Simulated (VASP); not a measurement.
Here is the system:

```
AsB
1.0
    0.00000     2.37138     2.37138
    2.37138     0.00000     2.37138
    2.37138     2.37138     0.00000
B As
1 1
Direct
  0.00000   0.00000   0.00000
  0.25000   0.25000   0.25000
```

All values below come from LDA (Ceperley-Alder, Perdew-Zunger), VASP's LDA PAW potentials (set 64) (plane waves; VASP 6.6.1). Run with 520 eV cut-off, 10×10×10 Γ-centred mesh, Gaussian smearing of 0.050 eV, potentials B As.

Problem. Give the energy at these volumes per atom, relative to the lowest: 12.53, 12.93, 13.33, 13.73, 14.13 Å³.

Solution. 24.7, 5.9, 0.0, 5.2, 19.8 meV/atom. A third-order Birch-Murnaghan fit gives B0 = 147 GPa and B0′ = 4.1.

Measured: bulk modulus 142 GPa (computed value off by +3.8 %), as given by PMC11618452 (zinc blende boron arsenide), quoting Tian et al.; a 4.777 Å (computed value off by -0.7 %), as given by M J Lucero et al., Journal of Physics Condensed Matter (2012), arXiv:1111.4515. The calculation is for a static lattice, while the measured bulk modulus, a hold thermal and zero-point effects, which are part of the difference.

The compound is BAs in the zinc blende structure. It was relaxed first.
